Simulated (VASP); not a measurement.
Level of theory: PBE GGA with D3 dispersion (Becke-Johnson damping), VASP's PBE PAW potentials (set 64) (plane waves; VASP 6.6.1).

Input for VASP

### POSCAR
```
Ni3Al
1
    3.5928695106     0.0000000000     0.0000000000
    0.0000000000     3.5928695106     0.0000000000
    0.0000000000     0.0000000000     3.5928695106
Al Ni
1 3
Direct
  0.0000000000   0.0000000000   0.0000000000
  0.0000000000   0.5000000000   0.5000000000
  0.5000000000   0.0000000000   0.5000000000
  0.5000000000   0.5000000000   0.0000000000
```

**INCAR**
```
# general
SYSTEM =Ni3Al
PREC   =Accurate
ENCUT  =520   # plane-wave cut-off (eV)
LREAL  =.False.
LASPH  =.True.

# electronic loop
EDIFF  =1E-7
NELM   =100   # most electronic steps
ALGO   =Normal   # blocked Davidson
LMAXMIX=4   # l cut-off of mixed one-centre charges

# smearing
ISMEAR =1   # Methfessel-Paxton
SIGMA  =0.1   # width (eV)

# functional
GGA    =PE   # PBE
IVDW   =12   # D3, Becke-Johnson

# spin
ISPIN  =2   # spin-polarised
MAGMOM =-0.0 0.3 0.3 0.3

# ions
ISIF   =2   # forces and stress, cell fixed

# output
LWAVE  =.False.
LCHARG =.False.
LORBIT =10
```

### KPOINTS
```
Automatic mesh
0
Gamma
9 9 9
0 0 0
```

POTCAR, in this order: Al Ni (PBE.64 set). Program: vasp_std.

Question: What will the output report for the number of irreducible k-points (NKPTS), largest plane-wave count, number of space-group operations, FFT grid (NGX, NGY, NGZ)?

Answer: 
```
Property                                       Value
--------------------------------------  ------------
number of irreducible k-points (NKPTS)            35
largest plane-wave count                        1267
number of space-group operations                  48
FFT grid (NGX, NGY, NGZ)                28 × 28 × 28
```

The compound is Ni3Al in the L1_2 structure. This cell is one point of a volume scan, at 1.06 of the reference volume.
